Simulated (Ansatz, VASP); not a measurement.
# MgS (Niningerite): VASP beside Ansatz

Wanted: the spread between two codes on one cell, functional and k mesh. The cell is taken from a series of VASP runs on this material, whose earlier steps may have relaxed, scaled or displaced it; both programs get it as it stands.

Main program and level: Ansatz 0.2.0; plane waves, with VASP 6.6.1 beside it; band structure at r2SCAN and single point at r2SCAN.

## (1) The structure

It takes space group Fm-3m (No. 225, cubic). Conventional cell: a = 5.193 Å, b = 5.193 Å, c = 5.193 Å, α = 90.00°, β = 90.00°, γ = 90.00°. Nearest to Mg lie 6 S at 2.60 Å. Nearest to S lie 6 Mg at 2.60 Å. Farther neighbours and most contacts between anions are not listed.

Structure file:

```cif
data_structure
_symmetry_space_group_name_H-M 'P 1'
_symmetry_Int_Tables_number 1
_cell_length_a 3.6723
_cell_length_b 3.6723
_cell_length_c 3.6723
_cell_angle_alpha 60.000
_cell_angle_beta 60.000
_cell_angle_gamma 60.000
_cell_volume 35.02
loop_
_atom_site_label
_atom_site_type_symbol
_atom_site_fract_x
_atom_site_fract_y
_atom_site_fract_z
_atom_site_occupancy
Mg1 Mg 0.00000 0.00000 0.00000 1
S2 S 0.50000 0.50000 0.50000 1
```

## (2) VASP: band structure, r2SCAN

The same path points are solved in both programs, so levels can be compared one by one.

Lines of VASP's logs that name or quote its potential files are left out, and so is its time.

File INCAR:

```
SYSTEM = MgS
PREC = Accurate
ENCUT = 400
EDIFF = 1E-06
NELM = 100
ISMEAR = 0
SIGMA = 0.05
LREAL = .FALSE.
ALGO = Normal
METAGGA = R2SCAN
LASPH = .TRUE.
NBANDS = 16
LORBIT = 11
LWAVE = .FALSE.
LCHARG = .FALSE.
KPAR = 2
```

File POSCAR:

```
MgS
1.0
    0.0000000000      2.5966906558      2.5966906558
    2.5966906558      0.0000000000      2.5966906558
    2.5966906558      2.5966906558      0.0000000000
Mg S
1 1
Direct
    0.0000000000      0.0000000000      0.0000000000
    0.5000000000      0.5000000000      0.5000000000
```

File KPOINTS:

```
Automatic mesh
0
Gamma
6 6 6
0 0 0
```

File KPOINTS_OPT:

```
Line mode
16
Line-mode
Reciprocal
  0.00000000   0.00000000   0.00000000 GAMMA
  0.50000000   0.00000000   0.50000000 X

  0.50000000   0.00000000   0.50000000 X
  0.50000000   0.25000000   0.75000000 W

  0.50000000   0.25000000   0.75000000 W
  0.37500000   0.37500000   0.75000000 K

  0.37500000   0.37500000   0.75000000 K
  0.00000000   0.00000000   0.00000000 GAMMA

  0.00000000   0.00000000   0.00000000 GAMMA
  0.50000000   0.50000000   0.50000000 L

  0.50000000   0.50000000   0.50000000 L
  0.62500000   0.25000000   0.62500000 U

  0.62500000   0.25000000   0.62500000 U
  0.50000000   0.25000000   0.75000000 W

  0.50000000   0.25000000   0.75000000 W
  0.50000000   0.50000000   0.50000000 L

  0.50000000   0.50000000   0.50000000 L
  0.37500000   0.37500000   0.75000000 K

  0.62500000   0.25000000   0.62500000 U
  0.50000000   0.00000000   0.50000000 X
```

Potentials, in the order of the species: Mg and S (PBE family, release 64).

Launch:

```console
$ mpirun -np 2 vasp_std
```

Numbers of over 12 decimals in the logs are rounded to 6 here.

Output:

```text
[banner, memory and clock lines left out]
running    2 mpi-ranks, on    1 nodes
 distrk:  each k-point on    1 cores,    2 groups
 distr:  one band on    1 cores,    1 groups

 POSCAR found type information on POSCAR MgS
 POSCAR found :  2 types and       2 ions
|                                                                             |
|               ----> ADVICE to this user running VASP <----                  |
|                                                                             |
|     You enforced a specific xc type in the INCAR file but a different       |
|     [... a line on the potential file left out ...]
|     I HOPE YOU KNOW WHAT YOU ARE DOING!                                     |
|                                                                             |

 LDA part: xc-table for (None), standard interpolation
 POSCAR, INCAR and KPOINTS ok, starting setup
 FFT: planning ... GRIDC
 FFT: planning ... GRID_SOFT
 FFT: planning ... GRID
 WAVECAR not read
 entering main loop
       N       E                     dE             d eps       ncg     rms          rms(c)
DAV:   1     0.717296500774E+01    0.71730E+01   -0.30556E+03   560   0.337E+02
DAV:   2    -0.162659797865E+02   -0.23439E+02   -0.22352E+02   704   0.774E+01
DAV:   3    -0.170923856203E+02   -0.82641E+00   -0.82571E+00   616   0.135E+01
DAV:   4    -0.170960961948E+02   -0.37106E-02   -0.37105E-02   672   0.106E+00
DAV:   5    -0.170961285995E+02   -0.32405E-04   -0.32404E-04   608   0.945E-02    0.463E+00
DAV:   6    -0.155173792766E+02    0.15787E+01   -0.73221E-01   608   0.366E+00    0.464E+00
DAV:   7    -0.155047095216E+02    0.12670E-01   -0.17318E-01   672   0.163E+00    0.255E+00
DAV:   8    -0.155077223784E+02   -0.30129E-02   -0.55189E-03   616   0.399E-01    0.333E-01
DAV:   9    -0.155077957055E+02   -0.73327E-04   -0.36176E-04   656   0.961E-02    0.168E-01
DAV:  10    -0.155078243664E+02   -0.28661E-04   -0.28103E-05   640   0.279E-02    0.897E-02
DAV:  11    -0.155078337647E+02   -0.93983E-05   -0.10816E-05   656   0.120E-02    0.443E-03
DAV:  12    -0.155078329339E+02    0.83077E-06   -0.38809E-07   392   0.317E-03
   1 F= -.15507833E+02 E0= -.15507833E+02  d E =-.724602E-14
 Start KPOINTS_OPT (optional k-point list driver)
k-point batch [1-16\160]
       N       E                     dE             ncg
DAV:   1     0.321152359256E+03   -0.20335E+04      544
DAV:   2    -0.624512077675E+02   -0.38360E+03      640
DAV:   3    -0.778730846601E+02   -0.15422E+02      656
DAV:   4    -0.779407939570E+02   -0.67709E-01      656
DAV:   5    -0.779413401108E+02   -0.54615E-03      648
DAV:   6    -0.779413459100E+02   -0.57992E-05      648
DAV:   7    -0.779413459749E+02   -0.64829E-07      520
[...]
k-point batch [145-160\160]
       N       E                     dE             ncg
DAV:   1     0.197853575250E+03   -0.42409E+04      552
DAV:   2    -0.161903218838E+03   -0.35976E+03      704
DAV:   3    -0.172752630001E+03   -0.10849E+02      640
DAV:   4    -0.172809572260E+03   -0.56942E-01      656
DAV:   5    -0.172810173498E+03   -0.60124E-03      680
DAV:   6    -0.172810181125E+03   -0.76274E-05      648
DAV:   7    -0.172810181219E+03   -0.94342E-07      552
```

OUTCAR, selected parts (step 2):

```text
ion  position               nearest neighbor table
   1  0.000  0.000  0.000-   2 2.60   2 2.60   2 2.60   2 2.60   2 2.60   2 2.60
   2  0.500  0.500  0.500-   1 2.60   1 2.60   1 2.60   1 2.60   1 2.60   1 2.60

  LATTYP: Found a face centered cubic cell.
 ALAT       =     5.1933813116

 Subroutine GETGRP returns: Found 48 space group operations
 (whereof 48 operations were pure point group operations)

The static configuration has the point symmetry O_h .

 Found     16 irreducible k-points:

   k-points           NKPTS =     16   k-points in BZ     NKDIM =     16   number of bands    NBANDS=     16

   dimension x,y,z NGX =    24 NGY =   24 NGZ =   24
   dimension x,y,z NGXF=    48 NGYF=   48 NGZF=   48

   ENCUT  =  400.0 eV  29.40 Ry    5.42 a.u.   5.99  5.99  5.99*2*pi/ulx,y,z

   NELECT =       8.0000    total number of electrons

 k-points in reciprocal lattice and weights: Automatic mesh
   0.00000000  0.00000000  0.00000000       0.005
   0.16666667  0.00000000  0.00000000       0.037
   0.33333333  0.00000000  0.00000000       0.037
   0.50000000  0.00000000  0.00000000       0.019
   0.16666667  0.16666667  0.00000000       0.028
   0.33333333  0.16666667  0.00000000       0.111
   0.50000000  0.16666667  0.00000000       0.111
  -0.33333333  0.16666667  0.00000000       0.111
  -0.16666667  0.16666667  0.00000000       0.056
[...]
-0.33333333  0.33333333  0.16666667       0.111
  -0.33333333  0.50000000  0.16666667       0.056

 average (electrostatic) potential at core
       1 -40.2195       2 -88.9815

 E-fermi :   3.7944

 k-point     1 :       0.0000    0.0000    0.0000
  band No.  band energies     occupation
      1      -9.6702      2.00000
      2       3.5458      2.00000
      3       3.5458      2.00000
      4       3.5458      2.00000
      5       8.2094      0.00000
      6      12.0715      0.00000
      7      12.0715      0.00000
      8      12.0715      0.00000
      9      14.4926      0.00000
    ...

 k-point     2 :       0.1667    0.0000    0.0000
  band No.  band energies     occupation
      1      -9.3970      2.00000
      2       1.9423      2.00000
      3       3.3672      2.00000
      4       3.3672      2.00000
      5       9.2237      0.00000
      6      11.8855      0.00000
      7      12.3617      0.00000
      8      12.3618      0.00000
      9      13.8527      0.00000
    ...

 k-point     3 :       0.3333    0.0000    0.0000
  band No.  band energies     occupation
      1      -8.7399      2.00000
      2      -0.3364      2.00000
      3       3.0565      2.00000
      4       3.0565      2.00000
      5       9.0381      0.00000
      6      11.4936      0.00000
      7      11.4936      0.00000
      8      13.9225      0.00000
      9      15.8017      0.00000
    ...

  Total        0.0026615      0.0026615      0.0026615      0.0000000      0.0000000      0.0000000
  in kB        0.1217707      0.1217707      0.1217707      0.0000000      0.0000000      0.0000000
  external PRESSURE =       0.1217707 kB  Pullay stress =       0.0000000 kB

  energy-cutoff  :      400.00
  volume of cell :       35.02
      direct lattice vectors                 reciprocal lattice vectors
     0.000000000  2.596690656  2.596690656    -0.192552778  0.192552778  0.192552778
     2.596690656  0.000000000  2.596690656     0.192552778 -0.192552778  0.192552778
     2.596690656  2.596690656  0.000000000     0.192552778  0.192552778 -0.192552778

 POSITION                                       TOTAL-FORCE (eV/Angst)
 -----------------------------------------------------------------------------------
      0.00000      0.00000      0.00000         0.000000      0.000000      0.000000
      2.59669      2.59669      2.59669        -0.000000     -0.000000     -0.000000
 -----------------------------------------------------------------------------------
    total drift:                               -0.000000     -0.000000      0.000000

  FREE ENERGIE OF THE ION-ELECTRON SYSTEM (eV)
  ---------------------------------------------------
  free  energy   TOTEN  =       -15.5078329339 eV

  energy  without entropy=      -15.5078329339  energy(sigma->0) =      -15.50783293

 total charge
# of ion       s       p       d       tot
------------------------------------------
    1        0.125   0.124   0.038   0.287
    2        1.301   2.543   0.000   3.844
--------------------------------------------------
tot          1.426   2.668   0.038   4.131

[... 3 further parts left out ...]
```

The run ends at a pressure of 0.01 GPa.

## (3) Ansatz: band structure, r2SCAN

Ansatz runs on its default PAW (the set named soft_2) files.

The same cell, functional, mesh and smearing now go to Ansatz, which takes its cutoff from its data sets.

File input.yaml:

```yaml
crystal:
  lattice:
    - [0.0, 2.5966906558, 2.5966906558]
    - [2.5966906558, 0.0, 2.5966906558]
    - [2.5966906558, 2.5966906558, 0.0]
  atoms:
    - { symbol: Mg, position: [0.0, 0.0, 0.0] }
    - { symbol: S, position: [0.5, 0.5, 0.5] }
hamiltonian:
  xc: r2scan
  pseudopotentials: { kind: paw }
kpoints:
  mp_grid: { grid: [6, 6, 6] }
  band_path:
    path:
      - [0.0, 0.0, 0.0]
      - [0.16667, 0.0, 0.16667]
      - [0.33333, 0.0, 0.33333]
      - [0.5, 0.0, 0.5]
      - [0.5, 0.08333, 0.58333]
      - [0.5, 0.18333, 0.68333]
      - [0.5, 0.25, 0.75]
      - [0.45, 0.3, 0.75]
      - [0.40833, 0.34167, 0.75]
      - [0.35, 0.35, 0.7]
      - [0.225, 0.225, 0.45]
      - [0.075, 0.075, 0.15]
      - [0.03333, 0.03333, 0.03333]
      - [0.23333, 0.23333, 0.23333]
      - [0.4, 0.4, 0.4]
      - [0.51667, 0.46667, 0.51667]
      - [0.55833, 0.38333, 0.55833]
      - [0.60833, 0.28333, 0.60833]
      - [0.60833, 0.25, 0.64167]
      - [0.55833, 0.25, 0.69167]
      - [0.51667, 0.25, 0.73333]
      - [0.5, 0.3, 0.7]
      - [0.5, 0.38333, 0.61667]
      - [0.5, 0.48333, 0.51667]
      - [0.475, 0.475, 0.55]
      - [0.425, 0.425, 0.65]
      - [0.38333, 0.38333, 0.73333]
      - [0.59167, 0.18333, 0.59167]
      - [0.55, 0.1, 0.55]
      - [0.5, 0.0, 0.5]
    npoints: 1
scf:
  occupations: { method: gaussian, width: 0.05 }
  n_extra_bands: 7
output:
  forces: true
  stress: true
  eigenvalues: true
```

Launch:

```console
$ ansatz run input.yaml --threads 2 --pin off --max-ram 4608MiB --backend cpu --events-out ev --progress --plain --runs-dir out
```

Output:

```text
scf.n_extra_bands = 7 over 8 filled bands (N_el = 16.0): the run solves 15 bands
Engine: ansatz 0.2.0, aarch64-unknown-linux-gnu
Pseudopotentials: kind: paw
Pseudopotential: Mg, paw, valence charge 10, recommended cutoff 500 eV (meta_gga), Mg.paw.azcp
Pseudopotential: S, paw, valence charge 6, recommended cutoff 500 eV (meta_gga), S.paw.azcp
Functional definition: r2SCAN
  parameter k0 = 0.174
  parameter k1 = 0.065
  parameter a1 = 4.9479
  exchange = r2scan_x(k0 = k0, k1 = k1, a1 = a1)
  correlation = r2scan_c
Crystal: 2 atoms, lattice volume = 35.018 Å³
Basis set: ecut = 500 eV, 893 PW (Γ), exchange–correlation on 108×108×108 points (64 copies of the dense FFT grid, shifted against one another)
Bands: 15, of which v1, the nominal top of the filled ones, is band 8 counted from 1 (7 counted from 0)
Symmetry: 48 space group operations
Space group: Fm-3m (ITA 225), of the structure as read, at distance tolerance 3.3e-5 Å
k-points: 16 of 216
Non-local potential: Mg, projectors of the file, l = 0: 3, l = 1: 2, l = 2: 1
Non-local potential: S, projectors of the file, l = 0: 2, l = 1: 2, l = 2: 2
PAW form: soft (Blöchl's): semilocal exchange-correlation on the pseudo side does not see the compensation charge
PAW frozen core: Mg, regenerated for the run's functional (the file was generated under x = pbe(κ = 0.804, μ = 0.219515), c = pbe(β = 0.066725))
PAW frozen core: S, regenerated for the run's functional (the file was generated under x = pbe(κ = 0.804, μ = 0.219515), c = pbe(β = 0.066725))
PAW one-centre angular grid: Mg, 302 points (default); XC on 224 Gauss nodes
PAW one-centre angular grid: S, 302 points (default); XC on 160 Gauss nodes
Initial density: superposition of atomic densities (neutral atoms: chi_scale 0, normalization atom), corrected by the library's trained network
Initial wavefunctions: pseudopotential atomic-orbital guess
Functional: x = r2scan, c = r2scan; τ floored in thin density (d = 2e-4 eV/Å³)
SCF iter   1: F=—  HF=-2835.526337 eV  |F-HF|=—  |Δ(HF+E_count)|=         —  Δρ=7.02e-3  dr2=6.63e-3  dr2_τ=7.61e-3  ethr=1.77e-3  ⟨swp⟩=5.5  Hψ=1415  notcnv=0  defer=7
preconditioner: auto → none  [insulator: Δε(μ)=3.407 eV  Ē_g=15.320 eV  σ=0.050 eV  W_gap=1.00  n_scr=8 (ndim 8)  ℏωp=17.7 eV  f_vac=0.000  D(μ)=0.00/eV (n_scr^D=0)  ε∞_Penn≈2.3]
SCF iter   2: F=—  HF=-2835.573532 eV  |F-HF|=—  |Δ(HF+E_count)|=   4.72e-2  Δρ=2.92e-3  dr2=2.07e-3  dr2_τ=5.11e-5  ethr=4.14e-5  ⟨swp⟩=2.0  Hψ=575  notcnv=0  defer=33
SCF iter   3: F=—  HF=-2835.573865 eV  |F-HF|=—  |Δ(HF+E_count)|=   3.32e-4  Δρ=8.10e-4  dr2=1.85e-4  dr2_τ=1.74e-5  ethr=1.30e-5  ⟨swp⟩=2.1  Hψ=284  notcnv=0  defer=33
SCF iter   4: F=—  HF=-2835.573823 eV  |F-HF|=—  |Δ(HF+E_count)|=   4.13e-5  Δρ=1.35e-4  dr2=3.53e-6  dr2_τ=5.24e-7  ethr=1.16e-6  ⟨swp⟩=2.1  Hψ=269  notcnv=0  defer=33
SCF iter   5: F=—  HF=-2835.573824 eV  |F-HF|=—  |Δ(HF+E_count)|=   7.83e-7  Δρ=1.11e-5  dr2=1.29e-8  dr2_τ=3.71e-9  ethr=2.21e-8  ⟨swp⟩=2.8  Hψ=299  notcnv=0  defer=33
SCF iter   6: F=-2835.573824 eV  HF=-2835.573824 eV  |F-HF|=6.60e-9  |Δ(HF+E_count)|=   3.04e-8  Δρ=4.59e-6  dr2=8.66e-9  dr2_τ=3.86e-10  ethr=8.07e-11  ⟨swp⟩=6.1  Hψ=1050  notcnv=0
SCF 1 converged in 6 iterations: F = -2835.573824 eV  dr2 = 8.66e-9
  greatest PAW one-centre occupation: 1.000 electrons in one spin orbital (limit 2), on the Mg atom at site 0 (counted from 0), in its partial waves of l = 0
NSCF: frozen V_eff on 30 k-points
SCF converged after 6 iterations
Free energy (F): -2835.573824 eV
Harris-Foulkes:  -2835.573824 eV  (|F-HF|=6.60e-9)
Internal energy: -2835.573824 eV  (E = F + TS)
E sigma→0 (E₀):  -2835.573824 eV
Fermi energy:    7.963427 eV
--- Per-component energies (eV) ---
  E_band       = -348.354209
  E_kinetic    = 185.064847
  E_local      = -1664.327523  (includes V_loc(G=0)·N_el)
  E_nonlocal   = 123.587865
  E_hartree    = 592.993381
  E_xc         = -120.796242
  E_vxc        = -136.348351  (∫ρ·V_xc dr)
  E_paw        = -906.226748  (= ΣΔE_a)
  E_vpaw       = -49.300661  (= ΣTr[D̂ρ^β])
  E_aug_tail   = -0.000001  (compensation charges beyond the density's cutoff)
  E_vtau       = 6.984234  (kinetic-family band-sum trace: ∫τ·v_τ [+ j·A + Jᵃ·Aᵃ] dr)
  E_ewald      = -1045.733429
  E_core_change = -0.135975  (= ΣΔE_core)
  E_smearing   = -0.000000  (= −TS)
  E_closure    = -0.000000  (closes the sum)
  Σ components = -2835.573824   (vs F -2835.573824, Δ=0.00e0)
--- Forces (eV/Å), atoms counted from 1 ---
  atom   1  Mg    -0.00000000     0.00000000     0.00000000
  atom   2  S      0.00000000     0.00000000     0.00000000
  max |Σ_I F_I| component: 1.08e-30 eV/Å
--- Stress (GPa, compression-positive) ---
        0.474974       0.000000       0.000000
        0.000000       0.474974       0.000000
        0.000000      -0.000000       0.474974
  P = ⅓ Tr σ = 0.4750 GPa (4.750 kbar)
--- Band table (eV; the first three rows and the last of 16) ---
  k-point 0: bands = [... 4 lower, -6.9923, 6.2269, 6.2269, 6.2269, 10.9149, 14.7041, 14.7041, 14.7041, ... 3 higher]
  k-point 1: bands = [... 4 lower, -6.7172, 4.6258, 6.0474, 6.0474, 11.9204, 14.5400, 14.9987, 14.9987, ... 3 higher]
  k-point 2: bands = [... 4 lower, -6.0557, 2.3472, 5.7352, 5.7352, 11.7177, 14.1563, 14.1563, 16.6153, ... 3 higher]
  k-point 15: bands = [... 4 lower, -5.2190, 2.3866, 3.5854, 4.0031, 11.3178, 13.0041, 16.1604, 16.8187, ... 3 higher]
```

Elapsed: 2.6 s, on 2 threads of Arm Neoverse N1, shared host; peak memory 0.34 GiB; 4.7 s of CPU time.

## (4) Differences

Known differences besides the potentials themselves: VASP keeps PBE cores, Ansatz makes them for the functional; the data sets hold 16 valence electrons in Ansatz (default PAW (the set named soft_2) files) and 8 in VASP; the cutoff is 500 eV in Ansatz and 400 eV in VASP. Total energies have different zeros and are not compared.

Both answers:

```csv
quantity,Ansatz,VASP,difference
pressure (GPa),0.47,0.01,+0.46
gap over the path points (eV),3.473,3.445,+0.029
```

Levels at points of the path, from each program's valence-band top (eV; 3 filled, then empty):

```csv
k (reciprocal lattice),Ansatz,VASP
0.000 0.000 0.000,0.00 0.00 0.00 4.69 8.48 8.48,0.00 0.00 0.00 4.66 8.53 8.53
0.167 0.000 0.167,-1.50 -0.55 -0.55 6.22 7.05 8.61,-1.50 -0.55 -0.55 6.21 7.08 8.62
0.333 0.000 0.333,-3.45 -1.39 -1.39 4.59 5.46 10.78,-3.45 -1.39 -1.39 4.57 5.48 10.77
0.500 0.000 0.500,-4.30 -1.74 -1.74 3.47 4.89 13.21,-4.30 -1.74 -1.74 3.44 4.91 13.20
0.500 0.083 0.583,-4.18 -2.02 -1.92 3.95 5.42 11.87,-4.19 -2.02 -1.92 3.93 5.44 11.93
0.500 0.183 0.683,-3.75 -2.78 -2.27 5.34 7.12 9.59,-3.75 -2.78 -2.27 5.32 7.14 9.61
0.500 0.250 0.750,-3.30 -3.30 -2.36 5.94 8.60 8.60,-3.31 -3.31 -2.37 5.92 8.64 8.64
0.450 0.300 0.750,-3.61 -3.15 -2.03 5.47 7.64 9.37,-3.61 -3.16 -2.03 5.45 7.67 9.38
0.408 0.342 0.750,-3.75 -3.20 -1.57 4.79 7.37 10.11,-3.75 -3.21 -1.57 4.77 7.39 10.13
0.350 0.350 0.700,-3.56 -3.52 -1.28 4.87 8.06 9.90,-3.57 -3.52 -1.28 4.85 8.08 9.93
```

Among the levels compared at these points, filled levels agree within 5 meV and empty ones within 83 meV.

## (5) Other set-ups

Further runs change the set-up of one program: Ansatz's method, potentials or start, or VASP's data sets, cutoff or form of LDA. The table gives Ansatz less VASP for each quantity, since a change that brings one quantity closer may part another.

```csv
run,pressure (GPa),gap over the path points (eV)
as above,0.46,0.029
Ansatz's all-electron LAPW method,0.43,0.030
```

## (6) Ansatz: single point, r2SCAN, volume scaled by 0.96

A single point gives forces, pressure and levels at one fixed geometry, so differences don't come from the geometry; what else differs is listed under the comparison. The cell compared in this pair holds 33.62 Å³, against 35.02 Å³ for the pair before.

The cell is a member of a volume series, scaled by 0.96 from a relaxed one, so a pressure remains.

input.yaml, the sections that differ from step 3:

```yaml
crystal:
  lattice:
    - [0.0, 2.5615959395, 2.5615959395]
    - [2.5615959395, 0.0, 2.5615959395]
    - [2.5615959395, 2.5615959395, 0.0]
  atoms:
    - { symbol: Mg, position: [0.0, 0.0, 0.0] }
    - { symbol: S, position: [0.5, 0.5, 0.5] }
kpoints:
  mp_grid: { grid: [6, 6, 6] }
scf:
  occupations: { method: gaussian, width: 0.05 }
  n_extra_bands: 4
# hamiltonian, output: as in step 3
```

Output:

```text
[...]
Crystal: 2 atoms, lattice volume = 33.617 Å³
Basis set: ecut = 500 eV, 869 PW (Γ), exchange–correlation on 108×108×108 points (64 copies of the dense FFT grid, shifted against one another)
Bands: 12, of which v1, the nominal top of the filled ones, is band 8 counted from 1 (7 counted from 0)
Symmetry: 48 space group operations
[...]
k-points: 16 of 216
[...]
--- Band table (eV; the first three rows and the last of 16) ---
  k-point 0: bands = [... 4 lower, -6.7551, 6.7121, 6.7121, 6.7121, 11.7547, 15.1544, 15.1544, 15.1544]
  k-point 1: bands = [... 4 lower, -6.4613, 5.0563, 6.5170, 6.5170, 12.6774, 15.1133, 15.4877, 15.4877]
  k-point 2: bands = [... 4 lower, -5.7481, 2.6667, 6.1799, 6.1799, 12.2874, 14.6833, 14.6833, 17.5060]
  k-point 15: bands = [... 4 lower, -4.8342, 2.6658, 3.9188, 4.3731, 11.9330, 13.4555, 16.8304, 17.4714]
[key lines of the parts left out:]
SCF converged after 6 iterations
Free energy (F): -2835.554372 eV
Fermi energy:    8.491040 eV
P = ⅓ Tr σ = 4.0952 GPa (40.952 kbar)
```

The job ended after 1.8 s (2 threads; peak memory 0.34 GiB).

The run ends at a pressure of 4.10 GPa.

[end of part 1 of 2]

[Lines on the potential files, build, host, timing and source positions are cut from VASP's logs without a mark.]

[Logs are printed without paths, hosts, clocks, repeated set-up lines and the standing remarks that a program may print on its own settings, such as how far it seeks lower states.]

[Hosts, paths, dates, database ids (printed as entryN), source tags and the programs' standing remarks are cut or masked in the printed files.]
